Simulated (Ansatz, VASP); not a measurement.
## P: VASP beside Ansatz

Aim: how closely do two programs agree when they are given the same cell, functional and k mesh? The cell is taken from a series of runs on this material, whose earlier steps may have relaxed, scaled, displaced or heated it; both programs get it as it stands.

Method: plane waves, with VASP 6.6.1 beside it; single point at PBE0, in Ansatz 0.2.0.

## Step 1: The structure

The cell holds 4 atoms: 4 P. Cell: a = 4.440 Å, b = 3.297 Å, c = 27.400 Å, α = 90.0°, β = 90.0°, γ = 90.0°. It derives from P. Vacuum lies along c.

As a file:

```cif
data_structure
_symmetry_space_group_name_H-M 'P 1'
_symmetry_Int_Tables_number 1
_cell_length_a 4.4397
_cell_length_b 3.2973
_cell_length_c 27.4000
_cell_angle_alpha 90.000
_cell_angle_beta 90.000
_cell_angle_gamma 90.000
_cell_volume 401.11
loop_
_atom_site_label
_atom_site_type_symbol
_atom_site_fract_x
_atom_site_fract_y
_atom_site_fract_z
_atom_site_occupancy
P1 P 0.41751 0.39838 0.46128 1
P2 P 0.08249 0.89838 0.46128 1
P3 P 0.91751 0.89838 0.53872 1
P4 P 0.58249 0.39838 0.53872 1
```

## Step 2: VASP: single point, PBE0

A single point gives forces, pressure and levels at one fixed geometry, so differences don't come from the geometry; what else differs is listed under the comparison.

Lines of VASP's logs that name or quote its potential files are left out, and so is its time.

The run reads the wave functions of an earlier VASP run, which isn't shown here.

File INCAR:

```
SYSTEM = P
PREC = Accurate
ENCUT = 400
EDIFF = 1E-06
NELM = 100
ISMEAR = 0
SIGMA = 0.01
LREAL = .FALSE.
ALGO = Normal
LHFCALC = .TRUE.
AEXX = 0.25
GGA = PE
LASPH = .TRUE.
NBANDS = 16
PRECFOCK = Fast
LORBIT = 11
LWAVE = .FALSE.
LCHARG = .FALSE.
KPAR = 2
NCORE = 4
ISIF = 2
LDIPOL = .TRUE.
IDIPOL = 3
DIPOL = 0.5 0.5 0.5
LVHAR = .TRUE.
```

File POSCAR:

```
P
1.0
    4.4396593299      0.0000000000      0.0000000000
    0.0000000000      3.2973472277      0.0000000000
    0.0000000000      0.0000000000     27.4000000000
P
4
Direct
    0.4175149717      0.3983795000      0.4612761587
    0.0824850283      0.8983795000      0.4612761587
    0.9175149717      0.8983795000      0.5387238413
    0.5824850283      0.3983795000      0.5387238413
```

File KPOINTS:

```
Automatic mesh
0
Gamma
4 6 1
0 0 0
```

PAW data sets: P (PBE family, release 64).

Run with:

```console
$ mpirun -np 8 vasp_std
```

Numbers of over 12 decimals in the logs are rounded to 6 here.

The program printed:

```text
[banner, memory and clock lines left out]
running    8 mpi-ranks, on    1 nodes
 distrk:  each k-point on    4 cores,    2 groups
 distr:  one band on    4 cores,    1 groups

 POSCAR found type information on POSCAR P
 POSCAR found :  1 types and       4 ions
 LDA part: xc-table for (Slater+PW92), standard interpolation
 found WAVECAR, reading the header
 POSCAR, INCAR and KPOINTS ok, starting setup
 FFT: planning ... GRIDC
 FFT: planning ... GRID_SOFT
 FFT: planning ... GRID
 reading WAVECAR
 the WAVECAR file was read successfully
 initial charge from wavefunction
 entering main loop
       N       E                     dE             d eps       ncg     rms          rms(c)
DAV:   1    -0.280330305199E+02   -0.28033E+02   -0.64899E-01   480   0.478E+00    0.244E+00
DAV:   2    -0.280468638295E+02   -0.13833E-01   -0.52285E-02   488   0.117E+00    0.170E+00
DAV:   3    -0.280457050909E+02    0.11587E-02   -0.33284E-03   512   0.340E-01    0.104E+00
DAV:   4    -0.280450461157E+02    0.65898E-03   -0.84092E-04   480   0.166E-01    0.598E-01
DAV:   5    -0.280448653466E+02    0.18077E-03   -0.28369E-04   496   0.895E-02    0.336E-01
DAV:   6    -0.280448189854E+02    0.46361E-04   -0.63548E-05   480   0.421E-02    0.190E-01
DAV:   7    -0.280448083634E+02    0.10622E-04   -0.16139E-05   520   0.225E-02    0.106E-01
DAV:   8    -0.280448085642E+02   -0.20081E-06   -0.51178E-06   480   0.128E-02
   1 F= -.28044809E+02 E0= -.28044809E+02  d E =-.408730E-39
```

OUTCAR, selected parts (step 2):

```text
ion  position               nearest neighbor table
   1  0.418  0.398  0.461-   2 2.22   2 2.22   4 2.24
   2  0.082  0.898  0.461-   1 2.22   1 2.22   3 2.24
   3  0.918  0.898  0.539-   4 2.22   4 2.22   2 2.24
   4  0.582  0.398  0.539-   3 2.22   3 2.22   1 2.24

  LATTYP: Found a simple orthorhombic cell.
 ALAT       =     3.2973472277
 B/A-ratio  =     1.3464336703
 C/A-ratio  =     8.3097102331

 Subroutine GETGRP returns: Found  8 space group operations
 (whereof  2 operations were pure point group operations)

The static configuration has the point symmetry C_2 .
 The point group associated with its full space group is D_2h.

 Found     12 irreducible k-points:

   k-points           NKPTS =     12   k-points in BZ     NKDIM =     24   number of bands    NBANDS=     16

   dimension x,y,z NGX =    30 NGY =   24 NGZ =  180
   dimension x,y,z NGXF=    60 NGYF=   48 NGZF=  360

   ENCUT  =  400.0 eV  29.40 Ry    5.42 a.u.   7.24  5.38 44.68*2*pi/ulx,y,z

   NELECT =      20.0000    total number of electrons

 k-points in reciprocal lattice and weights: Automatic mesh
   0.00000000  0.00000000  0.00000000       0.042
   0.25000000  0.00000000  0.00000000       0.083
   0.50000000  0.00000000  0.00000000       0.042
   0.00000000  0.16666667  0.00000000       0.083
   0.25000000  0.16666667  0.00000000       0.167
   0.50000000  0.16666667  0.00000000       0.083
   0.00000000  0.33333333  0.00000000       0.083
   0.25000000  0.33333333  0.00000000       0.167
   0.50000000  0.33333333  0.00000000       0.083
   0.00000000  0.50000000  0.00000000       0.042
   0.25000000  0.50000000  0.00000000       0.083
   0.50000000  0.50000000  0.00000000       0.042

  exchange ACFDT corr.  =         0.00000000  see jH, gK, PRB 81, 115126

 dipolmoment           0.000000      0.000000      0.000000 electrons x Angstroem

 average (electrostatic) potential at core
       1 -87.9661       2 -87.9661       3 -87.9661       4 -87.9661

 E-fermi :  -3.5224

 k-point     1 :       0.0000    0.0000    0.0000
  band No.  band energies     occupation
    ...
      6      -8.6923      2.00000
      7      -7.3960      2.00000
      8      -5.6809      2.00000
      9      -5.5152      2.00000
     10      -3.6132      2.00000
     11      -1.4745      0.00000
     12      -0.5757      0.00000
     13       0.7548      0.00000
     14       1.5596      0.00000
     15       1.9754      0.00000
    ...

 k-point     2 :       0.2500    0.0000    0.0000
  band No.  band energies     occupation
    ...
      6      -7.3446      2.00000
      7      -7.1080      2.00000
      8      -5.7327      2.00000
      9      -5.1776      2.00000
     10      -4.2481      2.00000
     11      -0.3796      0.00000
     12      -0.0664      0.00000
     13       0.0973      0.00000
     14       1.2093      0.00000
     15       2.4468      0.00000
    ...

 k-point     3 :       0.5000    0.0000    0.0000
  band No.  band energies     occupation
    ...
      6      -7.0531      2.00000
      7      -6.3954      2.00000
      8      -6.3954      2.00000
      9      -4.7138      2.00000
     10      -4.7138      2.00000
     11       0.0034      0.00000
     12       0.0034      0.00000
     13       1.5259      0.00000
     14       1.5259      0.00000
     15       1.5706      0.00000
    ...

  Total       -0.3636614     -0.3184655     -1.2382957      0.0000000      0.0000000      0.0000000
  in kB       -1.4525895     -1.2720613     -4.9461815      0.0000000      0.0000000      0.0000000
  external PRESSURE =      -2.5569441 kB  Pullay stress =       0.0000000 kB

  energy-cutoff  :      400.00
  volume of cell :      401.11
      direct lattice vectors                 reciprocal lattice vectors
     4.439659330  0.000000000  0.000000000     0.225242508  0.000000000  0.000000000
     0.000000000  3.297347228  0.000000000     0.000000000  0.303274096  0.000000000
     0.000000000  0.000000000 27.400000000     0.000000000  0.000000000  0.036496350

 POSITION                                       TOTAL-FORCE (eV/Angst)
 -----------------------------------------------------------------------------------
      1.85362      1.31360     12.63897        -0.285419     -0.000000      0.277158
      0.36621      2.96227     12.63897         0.285419     -0.000000      0.277158
      4.07345      2.96227     14.76103        -0.285419     -0.000000     -0.277158
      2.58604      1.31360     14.76103         0.285419      0.000000     -0.277158
 -----------------------------------------------------------------------------------
    total drift:                               -0.000000      0.000012     -0.000000

  FREE ENERGIE OF THE ION-ELECTRON SYSTEM (eV)
  ---------------------------------------------------
  free  energy   TOTEN  =       -28.0448085642 eV

  energy  without entropy=      -28.0448085642  energy(sigma->0) =      -28.04480856

 vacuum level on the upper side and lower side of the slab         2.082         2.082

 total charge
# of ion       s       p       d       tot
------------------------------------------
    1        1.076   1.394   0.000   2.470
    2        1.076   1.394   0.000   2.470
    3        1.076   1.394   0.000   2.470
    4        1.076   1.394   0.000   2.470
--------------------------------------------------
tot          4.305   5.575   0.000   9.880

[... 3 further parts left out ...]
```

The k-mesh is coarse for unscreened exact exchange, which converges slowly with it.

[end of part 1 of 2]

[Lines on the potential files, build, host, timing and source positions are cut from VASP's logs without a mark.]

[Logs are printed without paths, hosts, clocks, repeated set-up lines and the standing remarks that a program may print on its own settings, such as how far it seeks lower states.]

[Hosts, paths, dates, database ids (printed as entryN), source tags and the programs' standing remarks are cut or masked in the printed files.]
